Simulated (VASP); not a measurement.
Input:

```
CELL_PARAMETERS angstrom
     -1.60657     1.60657     3.93245
      1.60657    -1.60657     3.93245
      1.60657     1.60657    -3.93245
ATOMIC_POSITIONS crystal
  Si 0.66477 0.66477 0.00000
  Si 0.33523 0.33523 0.00000
  Mo 0.00000 0.00000 0.00000
```

All values below come from optB86b-vdW, VASP's PBE PAW potentials (set 64) (plane waves; VASP). Run with 520 eV cut-off, Gaussian smearing of 0.050 eV, potentials Si Mo_sv.

Question: Estimate the band gap (along the path) with the smallest direct gap where there is one.

Answer: 
```yaml
band gap (along the path): none (metal, semimetal or under 0.01 eV)
```

The compound is MoSi2 in the MoSi2 type structure. It was relaxed first.
